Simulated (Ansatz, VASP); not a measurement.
# Cross-check of Al2O3 (Corundum) between VASP and Ansatz, part 3 of 3

One calculation is typed for both programs; each brings its own data sets. How far apart do they land? The cell is taken from a series of runs on this material, whose earlier steps may have relaxed, scaled, displaced or heated it; both programs get it as it stands.

VASP 6.6.1 and Ansatz 0.2.0.

So far: The structure; VASP: zone-centre phonons, LDA.

## 3. Ansatz: zone-centre phonons, LDA

Level of this step: Ansatz beside VASP: Kohn-Sham DFT, plane waves, LDA (Ansatz).

Ansatz runs on its PAW soft_1 files.

The same cell, functional (in two slightly different forms) and mesh now go to Ansatz, which takes its cutoff from its data sets.

Input file input.yaml:

```yaml
crystal:
  lattice:
    - [2.3943735115, 1.3823921914, 4.3571710673]
    - [-2.3943735115, 1.3823921914, 4.3571710673]
    - [0.0, -2.7647843828, 4.3571710673]
  atoms:
    - { symbol: O, position: [0.5554056469, 0.9445943531, 0.25] }
    - { symbol: O, position: [0.25, 0.5554056469, 0.9445943531] }
    - { symbol: O, position: [0.9445943531, 0.25, 0.5554056469] }
    - { symbol: O, position: [0.4445943531, 0.0554056469, 0.75] }
    - { symbol: O, position: [0.75, 0.4445943531, 0.0554056469] }
    - { symbol: O, position: [0.0554056469, 0.75, 0.4445943531] }
    - { symbol: Al, position: [0.3520388476, 0.3520388476, 0.3520388476] }
    - { symbol: Al, position: [0.1479611524, 0.1479611524, 0.1479611524] }
    - { symbol: Al, position: [0.6479611524, 0.6479611524, 0.6479611524] }
    - { symbol: Al, position: [0.8520388476, 0.8520388476, 0.8520388476] }
kpoints:
  mp_grid: { grid: [6, 6, 6] }
hamiltonian:
  xc: lda
  pseudopotentials: { kind: paw, azcp: { folder: soft_1 }, xc_functional: pbe }
scf:
  occupations: { method: fixed }
output:
  eigenvalues: true
phonons:
  method: dfpt
  dielectric: true
  rigid_motions: translations
```

Command:

```bash
$ ansatz run input.yaml --threads 8 --pin off --max-ram 20480MiB --backend cpu --events-out ev --progress --plain --runs-dir out
```

Numbers of over 12 decimals in the logs are rounded to 6 here.

Output:

```text
Engine: ansatz 0.2.0, aarch64-unknown-linux-gnu
Pseudopotentials: kind: paw
Pseudopotential: O, paw, valence charge 6, recommended cutoff 420 eV (normal), soft_1/O.paw.azcp
Pseudopotential: Al, paw, valence charge 3, recommended cutoff 420 eV (normal), soft_1/Al.paw.azcp
Functional definition: SPW92
  exchange = slater_x
  correlation = pw_c
Crystal: 10 atoms, lattice volume = 86.532 Å³
Basis set: ecut = 420 eV, 1695 PW (Γ), exchange–correlation on 72×72×72 points (8 copies of the dense FFT grid, shifted against one another)
Bands: 34, of which v1, the nominal top of the filled ones, is band 24 counted from 1 (23 counted from 0)
Symmetry: 12 space group operations
k-points: 112 of 216 (irreducible under 1 space group operation, time reversal used)
Non-local potential: O, projectors of the file, l = 0: 2, l = 1: 2, l = 2: 1
Non-local potential: Al, projectors of the file, l = 0: 2, l = 1: 2, l = 2: 1
PAW form: soft (Blöchl's): semilocal exchange-correlation on the pseudo side does not see the compensation charge
PAW frozen core: O, regenerated for the run's functional, and the local potential with it (the file was generated under x = pbe(κ = 0.804, μ = 0.219515), c = pbe(β = 0.066725))
PAW frozen core: Al, regenerated for the run's functional, and the local potential with it (the file was generated under x = pbe(κ = 0.804, μ = 0.219515), c = pbe(β = 0.066725))
PAW one-centre angular grid: O, 110 points (default); XC on 64 Gauss nodes
PAW one-centre angular grid: Al, 110 points (default); XC on 64 Gauss nodes
Initial density: superposition of atomic densities (chi_scale 0.1, normalization cell, long waves kept (reshape's long-wave potential 0.00 eV rms))
Initial wavefunctions: pseudopotential atomic-orbital guess
Functional: x = slater, c = lda
SCF iter   1: F=—  HF=-5403.257445 eV  |F-HF|=—  |Δ(HF+E_count)|=         —  Δρ=1.17e-1  dr2=1.12e1  ethr=3.10e-3  ⟨swp⟩=5.1  Hψ=14513  notcnv=0  defer=776
preconditioner: auto → Resta (q_TF=auto, 2.473 Å⁻¹)  ε∞=3.3  [insulator: Δε(μ)=7.020 eV  Ē_g=18.078 eV  n_scr=20 (ndim 8)  ℏωp=27.7 eV  f_vac=0.000  ε∞_Penn≈3.3]
SCF iter   2: F=—  HF=-5400.049816 eV  |F-HF|=—  |Δ(HF+E_count)|=    3.21e0  Δρ=4.08e-2  dr2=6.82e-1  ethr=3.10e-3  ⟨swp⟩=2.7  Hψ=8136  notcnv=0  defer=789
SCF iter   3: F=—  HF=-5399.853352 eV  |F-HF|=—  |Δ(HF+E_count)|=   1.96e-1  Δρ=1.99e-2  dr2=1.98e-1  ethr=1.42e-3  ⟨swp⟩=2.0  Hψ=3548  notcnv=0  defer=886
SCF iter   4: F=—  HF=-5399.791226 eV  |F-HF|=—  |Δ(HF+E_count)|=   6.21e-2  Δρ=1.26e-3  dr2=6.94e-4  ethr=4.13e-4  ⟨swp⟩=2.9  Hψ=5172  notcnv=0  defer=896
SCF iter   5: F=—  HF=-5399.791331 eV  |F-HF|=—  |Δ(HF+E_count)|=   1.05e-4  Δρ=1.24e-4  dr2=1.84e-5  ethr=1.45e-6  ⟨swp⟩=2.2  Hψ=5706  notcnv=0  defer=896
SCF iter   6: F=—  HF=-5399.791331 eV  |F-HF|=—  |Δ(HF+E_count)|=   6.64e-7  Δρ=3.30e-5  dr2=1.00e-6  ethr=3.83e-8  ⟨swp⟩=2.4  Hψ=6068  notcnv=0  defer=731
SCF iter   7: F=—  HF=-5399.791331 eV  |F-HF|=—  |Δ(HF+E_count)|=   1.91e-9  Δρ=4.19e-6  dr2=1.13e-8  ethr=2.08e-9  ⟨swp⟩=2.1  Hψ=6495  notcnv=0  defer=562
SCF iter   8: F=—  HF=-5399.791331 eV  |F-HF|=—  |Δ(HF+E_count)|=   1.72e-9  Δρ=5.89e-7  dr2=1.50e-10  ethr=2.36e-11  ⟨swp⟩=2.0  Hψ=5967  notcnv=0  defer=562
SCF iter   9: F=-5399.791331 eV  HF=-5399.791331 eV  |F-HF|=1.82e-12  |Δ(HF+E_count)|=  7.28e-12  Δρ=6.56e-8  dr2=2.50e-12  ethr=1.00e-12  ⟨swp⟩=14.8  Hψ=25671  notcnv=0
SCF 1 converged in 9 iterations: F = -5399.791331 eV  dr2 = 2.50e-12
  greatest PAW one-centre occupation: 0.851 electrons in one spin orbital (limit 2), on the O atom at site 5 (counted from 0), in its partial waves of l = 0
NSCF: frozen V_eff on 6 k-points
DFPT response loops at Γ: preconditioner auto → none (the input reference at scf.mixing.eps_inf says where Resta's filter doesn't serve); β = 0.50; Broyden in place of MSR1
SCF converged after 9 iterations
Free energy (F): -5399.791331 eV
Harris-Foulkes:  -5399.791331 eV  (|F-HF|=1.82e-12)
Internal energy: -5399.791331 eV  (E = F + TS)
E sigma→0 (E₀):  -5399.791331 eV
Fermi energy:    7.104506 eV
--- Per-component energies (eV) ---
  E_band       = 42.210081
  E_kinetic    = 1130.078040
  E_local      = -1980.462468  (includes V_loc(G=0)·N_el)
  E_nonlocal   = 365.103779
  E_hartree    = 744.103914
  E_xc         = -582.248523
  E_vxc        = -674.636479  (∫ρ·V_xc dr)
  E_paw        = -2694.785253  (= ΣΔE_a)
  E_vpaw       = -286.085448  (= ΣTr[D̂ρ^β])
  E_aug_tail   = 0.004880  (compensation charges beyond the density's cutoff)
  E_ewald      = -2382.390096
  E_core_change = 0.804395  (= ΣΔE_core)
  E_smearing   = -0.000000  (= −TS)
  E_closure    = -0.000000  (closes the sum)
  Σ components = -5399.791331   (vs F -5399.791331, Δ=0.00e0)
--- Band table (eV; the first three rows and the last of 112) ---
  k-point 0: bands = [... 20 lower, 6.6414, 7.0924, 7.0924, 7.1045, 13.0683, 15.9469, 17.4395, 18.3392, ... 6 higher]
  k-point 1: bands = [... 20 lower, 6.4478, 6.7835, 7.0541, 7.0651, 13.6914, 16.4389, 17.0585, 17.9146, ... 6 higher]
  k-point 2: bands = [... 20 lower, 6.2868, 6.5870, 6.9072, 6.9384, 14.9792, 16.5805, 16.8990, 17.2839, ... 6 higher]
  k-point 111: bands = [... 20 lower, 6.7634, 6.7634, 6.7634, 6.7634, 15.4837, 15.4837, 17.8336, 17.8336, ... 6 higher]
--- Phonons (Γ-DFPT): 5 representative perturbations + reference, on 112 of 216 k-points (Σ response iterations 15) ---
  k mesh reduced under 1 symmetry operation, with k and −k counted as one. Each operation leaves every solved perturbation unchanged. A smaller set is not considered because the run solves the response to a homogeneous field
  ASR residual: 3.335e-5 → 0.000e0 eV/Å²; symmetrization residual: 1.566e-5 eV/Å²
  ASR residual per site (eV/Å²): 3.33e-5 3.33e-5 3.33e-5 3.33e-5 3.33e-5 3.33e-5 1.95e-5 1.95e-5 1.95e-5 1.95e-5
  Γ frequencies (cm⁻¹): 0.00 0.00 0.00 287.52 360.19 360.19 363.82 363.82 378.64 397.93 405.88 405.88 415.36 415.36 426.90 426.90 505.42 532.02 532.02 541.27 548.24 548.24 577.48 595.63 595.63 606.59 661.15 704.55 704.55 710.61
  ε∞ (high-frequency dielectric tensor):
        3.290422     0.000000    -0.000000
       -0.000000     3.290422    -0.000000
       -0.000000     0.000000     3.252793
  ε⁰ (static dielectric tensor: ions relaxed, cell fixed):
       10.211464    -0.000000     0.000000
       -0.000000    10.211464    -0.000000
        0.000000    -0.000000    12.430188
  ε⁰ − ε∞ (ionic part):
        6.921043    -0.000000     0.000000
       -0.000000     6.921043    -0.000000
        0.000000    -0.000000     9.177395
  softest optical mode at Γ: 287.52 cm⁻¹; the repairs (sum rule, projections) moved no ω² at Γ by more than (2.99 cm⁻¹)²
  Born effective charges Z* (e; rows j = field, columns β = displacement):
    site 0:
        -2.09146   -0.00000   -0.00000
         0.00000   -1.88858    0.27185
         0.00000    0.36643   -1.97000
    site 1:
        -1.93930    0.08785   -0.23543
         0.08785   -2.04074   -0.13592
        -0.31734   -0.18321   -1.97000
    site 2:
        -1.93930   -0.08785    0.23543
        -0.08785   -2.04074   -0.13592
         0.31734   -0.18321   -1.97000
    site 3:
        -2.09146   -0.00000   -0.00000
         0.00000   -1.88858    0.27185
         0.00000    0.36643   -1.97000
    site 4:
        -1.93930    0.08785   -0.23543
         0.08785   -2.04074   -0.13592
        -0.31734   -0.18321   -1.97000
    site 5:
[...]
site 6:
[...]
site 7:
[...]
site 8:
[...]
site 9:
[...]
Z* charge neutrality: 8.273e-6 e pre-enforcement
  k-mesh period / interband length: 28.7 Å / 1.28 Å = 22.50 at k = (0.0000, 0.0000, 0.0000), direct gap 5.964 eV — 14 or more, which is no proof of convergence
  optical modes at Γ without the LO–TO term, one row a degenerate level:
      ω (cm⁻¹)  modes    IR ((D/Å)²/amu)
[...]
optical modes at Γ + LO–TO along q̂ = [1.0000, 0.0000, 0.0000]:
      ω (cm⁻¹)  modes    IR ((D/Å)²/amu)
[...]
optical modes at Γ + LO–TO along q̂ = [0.0000, 1.0000, 0.0000]:
      ω (cm⁻¹)  modes    IR ((D/Å)²/amu)
[...]
optical modes at Γ + LO–TO along q̂ = [0.0000, 0.0000, 1.0000]:
      ω (cm⁻¹)  modes    IR ((D/Å)²/amu)
[...]
548.24      2             0.0000
        577.48      1             0.0000
        595.63      2             4.5153
        606.59      1             0.0000
        661.15      1             0.0000
        704.55      2             0.0000
        710.61      1             0.0000
        833.61      1            63.0603
```

## 4. Side by side

Known differences besides the potentials themselves: fixed occupations in Ansatz, narrow Gaussian smearing in VASP; the cutoff is 420 eV in Ansatz and 600 eV in VASP; VASP's log shows a relativistic correction to its local exchange, Ansatz's none. Total energies have different zeros and are not compared.

Both answers:

```
                                     quantity  Ansatz   VASP  difference
                                        ε∞ xx    3.29   3.27     +0.56 %
                                        ε∞ yy    3.29   3.27     +0.56 %
                                        ε∞ zz    3.25   3.23     +0.57 %
 Born charge of O1 (mean of the diagonal) (e)   -1.98  -1.97       -0.01
Born charge of Al7 (mean of the diagonal) (e)    2.98   2.95       +0.02
                        optical mode 1 (cm⁻¹)   287.5  292.0     -1.55 %
                   optical mode 2 to 3 (cm⁻¹)   360.2  362.1     -0.52 %
                   optical mode 4 to 5 (cm⁻¹)   363.8  366.7     -0.78 %
                        optical mode 6 (cm⁻¹)   378.6  381.9     -0.84 %
                        optical mode 7 (cm⁻¹)   397.9  401.6     -0.91 %
                   optical mode 8 to 9 (cm⁻¹)   405.9  410.3     -1.07 %
                 optical mode 10 to 11 (cm⁻¹)   415.4  419.3     -0.95 %
                 optical mode 12 to 13 (cm⁻¹)   426.9  430.0     -0.72 %
                       optical mode 14 (cm⁻¹)   505.4  507.7     -0.44 %
                 optical mode 15 to 16 (cm⁻¹)   532.0  538.7     -1.23 %
                       optical mode 17 (cm⁻¹)   541.3  548.4     -1.30 %
                 optical mode 18 to 19 (cm⁻¹)   548.2  550.9     -0.48 %
                       optical mode 20 (cm⁻¹)   577.5  578.9     -0.24 %
                 optical mode 21 to 22 (cm⁻¹)   595.6  600.7     -0.84 %
                       optical mode 23 (cm⁻¹)   606.6  611.1     -0.74 %
                       optical mode 24 (cm⁻¹)   661.1  663.5     -0.36 %
                 optical mode 25 to 26 (cm⁻¹)   704.5  710.8     -0.89 %
                       optical mode 27 (cm⁻¹)   710.6  714.6     -0.55 %
```

Modes are paired by rising frequency, not by their patterns, so a pair may set unlike modes beside each other; they are those without the splitting of longitudinal modes.

## 5. Results

```
r.m.s. difference of the optical zone-centre modes, each program's sorted by frequency (zone-centre phonons, LDA) : 4.3 cm⁻¹
difference in optical mode 1 (zone-centre phonons, LDA)                                                           : -1.5 %
```

**Reading.** The r.m.s. difference of the optical zone-centre modes, each program's sorted by frequency is 4.3 cm⁻¹ (zone-centre phonons, LDA). Among the rows given in per cent, the largest difference of the zone-centre phonons, LDA pair is in optical mode 1, -1.5 %. How closely two codes agree says nothing of how well the functional describes the real material.

[Lines on the potential files, build, host, timing and source positions are cut from VASP's logs without a mark.]

[Logs are printed without paths, hosts, clocks, repeated set-up lines and the standing remarks that a program may print on its own settings, such as how far it seeks lower states.]

[Hosts, paths, dates, database ids (printed as entryN), source tags and the programs' standing remarks are cut or masked in the printed files.]
